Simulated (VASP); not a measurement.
Here is the system:

```xyz
8
Lattice="-2.7513 2.7513 5.4087 2.7513 -2.7513 5.4087 2.7513 2.7513 -5.4087" Properties=species:S:1:pos:R:3 pbc="T T T"
Zn     0.0000     0.0000     0.0000
Zn     0.0000     2.7513     2.7044
Ge     0.0000     0.0000     5.4087
Ge     2.7513     0.0000     2.7044
P      1.3525     1.3757     6.7609
P      1.3757    -1.3525     4.0565
P      1.3988     1.3757     1.3522
P      1.3757     4.1039    -1.3522
```

Calculation: PBE GGA, VASP's PBE PAW potentials (set 64) (plane waves; VASP). Run with 400 eV cut-off, 7×7×7 Γ-centred mesh, tetrahedra with Blöchl corrections, potentials Zn Ge_d P.

The cores are frozen, which limits the accuracy of field gradients.

Question: Give the principal components of the electric field gradient (V/Å²) and the asymmetry η at each nucleus.

Answer: 
```json
[
 {"atom": "Zn1", "Vxx": "-3.6", "Vyy": "-3.5", "Vzz": "7.1", "η": "0.00"},
 {"atom": "Zn2", "Vxx": "-3.6", "Vyy": "-3.5", "Vzz": "7.1", "η": "0.00"},
 {"atom": "Ge3", "Vxx": "-0.6", "Vyy": "-0.6", "Vzz": "1.2", "η": "0.01"},
 {"atom": "Ge4", "Vxx": "-0.6", "Vyy": "-0.6", "Vzz": "1.2", "η": "0.01"},
 {"atom": "P5", "Vxx": "62.1", "Vyy": "8.1", "Vzz": "-70.2", "η": "0.77"},
 {"atom": "P6", "Vxx": "62.1", "Vyy": "8.1", "Vzz": "-70.2", "η": "0.77"},
 {"atom": "P7", "Vxx": "62.1", "Vyy": "8.1", "Vzz": "-70.2", "η": "0.77"},
 {"atom": "P8", "Vxx": "62.1", "Vyy": "8.1", "Vzz": "-70.2", "η": "0.77"}
]
```

The compound is ZnGeP2 in the chalcopyrite structure. It was relaxed first.
